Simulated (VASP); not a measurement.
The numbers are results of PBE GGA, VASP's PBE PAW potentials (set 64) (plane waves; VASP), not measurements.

VASP input:

File KPOINTS:
```
Automatic mesh
0
Gamma
9 9 9
0 0 0
```

File POSCAR:
```
ZnS
1
    0.0000000000     2.6673729343     2.6673729343
    2.6673729343     0.0000000000     2.6673729343
    2.6673729343     2.6673729343     0.0000000000
Zn S
1 1
Direct
  0.0000000000   0.0000000000   0.0000000000
  0.2500000000   0.2500000000   0.2500000000
```

**INCAR**
```
SYSTEM = ZnS
PREC = Accurate; ENCUT = 500; LREAL = .FALSE.
LASPH = .TRUE.
EDIFF = 1E-6; NELM = 100; ALGO = Normal
LMAXMIX = 4
ISMEAR = 0; SIGMA = 0.05
GGA = PE
IBRION = 2; NSW = 40; ISIF = 3
EDIFFG = -0.02; PSTRESS = 100
LWAVE = .FALSE.; LCHARG = .FALSE.
```

POTCAR, in this order: Zn S (PBE.64 set). Program: vasp_std.

Output

### OSZICAR
```
       N       E                     dE             d eps       ncg     rms          rms(c)
DAV:   1     0.876505313452E+02    0.87651E+02   -0.91337E+03   910   0.163E+03
DAV:   2    -0.125218179340E+01   -0.88903E+02   -0.84778E+02   980   0.281E+02
DAV:   3    -0.717023356660E+01   -0.59181E+01   -0.58917E+01  1130   0.735E+01
DAV:   4    -0.724452816142E+01   -0.74295E-01   -0.74272E-01  1025   0.870E+00
DAV:   5    -0.724569272601E+01   -0.11646E-02   -0.11645E-02  1115   0.108E+00    0.764E+00
DAV:   6    -0.683256286801E+01    0.41313E+00   -0.96684E-01  1316   0.377E+01    0.585E+00
DAV:   7    -0.681597481159E+01    0.16588E-01   -0.37350E-01   965   0.605E+00    0.289E+00
DAV:   8    -0.681539866375E+01    0.57615E-03   -0.57561E-03  1050   0.810E-01    0.857E-01
DAV:   9    -0.681562451271E+01   -0.22585E-03   -0.12845E-03  1038   0.337E-01    0.118E-01
DAV:  10    -0.681575882706E+01   -0.13431E-03   -0.12713E-04  1045   0.111E-01    0.512E-02
DAV:  11    -0.681577971368E+01   -0.20887E-04   -0.25764E-05  1005   0.466E-02    0.639E-03
DAV:  12    -0.681578030004E+01   -0.58635E-06   -0.23108E-06  1045   0.118E-02
   1 F= -.44467499E+01 E0= -.44467499E+01  d E =-.444675E+01
       N       E                     dE             d eps       ncg     rms          rms(c)
DAV:   1    -0.822168392808E+01   -0.14059E+01   -0.18005E+01  1095   0.988E+01    0.963E+00
DAV:   2    -0.684690151621E+01    0.13748E+01   -0.68887E+00  1030   0.952E+01    0.364E+00
DAV:   3    -0.667308109420E+01    0.17382E+00   -0.45225E-01  1085   0.189E+01    0.163E+00
DAV:   4    -0.663537728320E+01    0.37704E-01   -0.11749E-01  1050   0.348E+00    0.104E+00
DAV:   5    -0.663205253776E+01    0.33247E-02   -0.40780E-03  1391   0.148E+00    0.753E-01
DAV:   6    -0.662852431166E+01    0.35282E-02   -0.37757E-03  1527   0.197E+00    0.717E-02
DAV:   7    -0.662864921929E+01   -0.12491E-03   -0.15577E-03   930   0.395E-01    0.642E-02
DAV:   8    -0.662864328227E+01    0.59370E-05   -0.46193E-05  1065   0.584E-02    0.161E-02
DAV:   9    -0.662864196683E+01    0.13154E-05   -0.90675E-06  1050   0.935E-02    0.942E-03
DAV:  10    -0.662864205681E+01   -0.89979E-07   -0.61301E-07   475   0.821E-03
   2 F= -.44582496E+01 E0= -.44582496E+01  d E =-.114997E-01
       N       E                     dE             d eps       ncg     rms          rms(c)
DAV:   1    -0.700127300985E+01   -0.37263E+00   -0.34972E+00  1075   0.492E+01    0.376E+00
DAV:   2    -0.676826460759E+01    0.23301E+00   -0.73847E-01  1085   0.257E+01    0.154E+00
DAV:   3    -0.673921911109E+01    0.29045E-01   -0.32552E-02   950   0.174E+00    0.720E-01
DAV:   4    -0.673233109109E+01    0.68880E-02   -0.38821E-03  1052   0.690E-01    0.292E-01
DAV:   5    -0.673154992779E+01    0.78116E-03   -0.94329E-04  1525   0.675E-01    0.598E-02
DAV:   6    -0.673154702373E+01    0.29041E-05   -0.36984E-04   955   0.261E-01    0.314E-02
DAV:   7    -0.673155274072E+01   -0.57170E-05   -0.28344E-05  1150   0.171E-01    0.145E-02
DAV:   8    -0.673155080897E+01    0.19318E-05   -0.10047E-05  1030   0.872E-02    0.251E-03
DAV:   9    -0.673155079102E+01    0.17948E-07   -0.41448E-07   455   0.690E-03
   3 F= -.44766930E+01 E0= -.44766930E+01  d E =-.299431E-01
```

### OUTCAR
```
------------------------ aborting loop because EDIFF is reached ----------------------------------------
  FORCE on cell =-STRESS in cart. coord.  units (eV):
  Direction    XX          YY          ZZ          XY          YZ          ZX
  --------------------------------------------------------------------------------------
  Total        2.2496616      2.2496616      2.2496616      0.0000000      0.0000000      0.0000000
  in kB       99.7695569     99.7695569     99.7695569      0.0000000      0.0000000      0.0000000
  external PRESSURE =      -0.2304431 kB  Pullay stress =     100.0000000 kB
  volume of cell :       36.13
      direct lattice vectors                 reciprocal lattice vectors
     0.000000000  2.623815234  2.623815234    -0.190562199  0.190562199  0.190562199
     2.623815234  0.000000000  2.623815234     0.190562199 -0.190562199  0.190562199
     2.623815234  2.623815234  0.000000000     0.190562199  0.190562199 -0.190562199
  FREE ENERGIE OF THE ION-ELECTRON SYSTEM (eV)
  ---------------------------------------------------
  free  energy   TOTEN  =        -6.7315507910 eV

  energy  without entropy=       -6.7315507910  energy(sigma->0) =       -6.73155079
  enthalpy is  TOTEN    =        -4.4766929797 eV   P V=        2.2548578113

 reached required accuracy - stopping structural energy minimisation
```
(Selected blocks of OUTCAR.)

### CONTCAR
```
ZnS
   1.00000000000000
     0.0000000000000000    2.6238152337848417    2.6238152337848417
     2.6238152337848417    0.0000000000000000    2.6238152337848417
     2.6238152337848417    2.6238152337848417    0.0000000000000000
  Zn              S
     1     1
Direct
     0.0000000000000000    0.0000000000000000    0.0000000000000000
     0.2500000000000000    0.2500000000000000    0.2500000000000000
```

Energy and stress use the plane-wave basis of the starting cell.

The compound is ZnS in the zinc blende structure. This run relaxes it under an external pressure of 10 GPa. Symmetry was kept, so distortions that lower it aren't found.
